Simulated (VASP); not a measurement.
Input:

```
CELL_PARAMETERS angstrom
      2.09733    -3.63267     0.00000
      2.09733     3.63267     0.00000
      0.00000     0.00000     5.26868
ATOMIC_POSITIONS crystal
  Se 0.00000 0.24621 0.66667
  Se 0.75379 0.75379 0.00000
  Se 0.24621 0.00000 0.33333
```

These are rev-vdW-DF2, VASP's PBE PAW potentials (set 64) (plane waves; VASP 6.6.1) values and carry that method's errors. Settings: 520 eV cut-off, 6×6×5 Γ-centred mesh, Gaussian smearing of 0.050 eV, potentials Se.

### Question
The ions and cell shape at fixed volume are relaxed. Predict the relaxed structure.

### Answer

```
CELL_PARAMETERS angstrom
      2.12381    -3.67854     0.00000
      2.12381     3.67854     0.00000
      0.00000     0.00000     5.13811
ATOMIC_POSITIONS crystal
  Se 0.00000 0.23722 0.66667
  Se 0.76278 0.76278 0.00000
  Se 0.23722 0.00000 0.33333
```
Space group P3_121 (152), at a tolerance of 0.03 Å.

### Question
How much energy does the relaxation gain?

### Answer
The energy (σ→0) changes by -11.2 meV/atom, in 6 ionic steps.

The compound is Se in the trig structure. This cell is one point of a volume scan, at 1.06 of the reference volume. Symmetry was kept, so distortions that lower it aren't found.
